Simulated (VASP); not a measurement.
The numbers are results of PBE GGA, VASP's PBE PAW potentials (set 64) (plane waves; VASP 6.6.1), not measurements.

VASP ran on this input.

### KPOINTS
```
Automatic mesh
0
Gamma
14 14 14
0 0 0
```

POSCAR:
```
Pd
1
    0.0000000000     1.9450000000     1.9450000000
    1.9450000000     0.0000000000     1.9450000000
    1.9450000000     1.9450000000     0.0000000000
Pd
1
Direct
  0.0000000000   0.0000000000   0.0000000000
```

INCAR:
```
ALGO  =  Normal   # blocked Davidson
EDIFF  =  1E-6
PREC  =  Accurate
NELM  =  100
LMAXMIX  =  4   # l cut-off of mixed one-centre charges
LCHARG  =  F
LREAL  =  F   # projection in real space or not
ISIF  =  2
ENCUT  =  400   # plane-wave cut-off (eV)
LWAVE  =  F
ISMEAR  =  0   # Gaussian
SIGMA  =  0.05   # width (eV)
SYSTEM  =  Pd
GGA  =  PE
LASPH  =  T   # aspherical one-centre terms
```

POTCAR, in this order: Pd (PBE.64 set). Program: vasp_std.

Output of the run:

OSZICAR:
```
       N       E                     dE             d eps       ncg     rms          rms(c)
DAV:   1     0.313488689750E+02    0.31349E+02   -0.45543E+03  1904   0.832E+02
DAV:   2    -0.518658929196E+01   -0.36535E+02   -0.35336E+02  2034   0.173E+02
DAV:   3    -0.548266163179E+01   -0.29607E+00   -0.29516E+00  2234   0.178E+01
DAV:   4    -0.548406873073E+01   -0.14071E-02   -0.14069E-02  2197   0.115E+00
DAV:   5    -0.548408418212E+01   -0.15451E-04   -0.15450E-04  2201   0.992E-02    0.781E+00
DAV:   6    -0.520916606250E+01    0.27492E+00   -0.12219E+00  1911   0.105E+01    0.386E+00
DAV:   7    -0.519826472073E+01    0.10901E-01   -0.62550E-03  2084   0.722E-01    0.205E+00
DAV:   8    -0.519426799205E+01    0.39967E-02   -0.10969E-03  2000   0.281E-01    0.513E-02
DAV:   9    -0.519427058669E+01   -0.25946E-05   -0.10778E-05  2397   0.342E-02    0.142E-02
DAV:  10    -0.519427444310E+01   -0.38564E-05   -0.16491E-06  2146   0.137E-02    0.351E-03
DAV:  11    -0.519427423537E+01    0.20773E-06   -0.13420E-08   993   0.109E-03
   1 F= -.51942742E+01 E0= -.51922359E+01  d E =-.407669E-02
```

File OUTCAR:
```
------------------------ aborting loop because EDIFF is reached ----------------------------------------
  FORCE on cell =-STRESS in cart. coord.  units (eV):
  Direction    XX          YY          ZZ          XY          YZ          ZX
  --------------------------------------------------------------------------------------
  Total        0.6407623      0.6407623      0.6407623      0.0000000      0.0000000      0.0000000
  in kB       69.7619630     69.7619630     69.7619630      0.0000000      0.0000000      0.0000000
  external PRESSURE =      69.7619630 kB  Pullay stress =       0.0000000 kB
  volume of cell :       14.72
      direct lattice vectors                 reciprocal lattice vectors
     0.000000000  1.945000000  1.945000000    -0.257069409  0.257069409  0.257069409
     1.945000000  0.000000000  1.945000000     0.257069409 -0.257069409  0.257069409
     1.945000000  1.945000000  0.000000000     0.257069409  0.257069409 -0.257069409
 POSITION                                       TOTAL-FORCE (eV/Angst)
 -----------------------------------------------------------------------------------
      0.00000      0.00000      0.00000        -0.000000      0.000000     -0.000000
 -----------------------------------------------------------------------------------
    total drift:                                0.000000     -0.000000      0.000000
  FREE ENERGIE OF THE ION-ELECTRON SYSTEM (eV)
  ---------------------------------------------------
  free  energy   TOTEN  =        -5.1942742354 eV

  energy  without entropy=       -5.1901975467  energy(sigma->0) =       -5.19223589
```
(Selected blocks of OUTCAR.)

The compound is Pd in the fcc structure. The cell was not relaxed at this level. The run is one of a series of settings (ISMEAR = 0, SIGMA = 0.05 against the base run), some of them coarse on purpose.
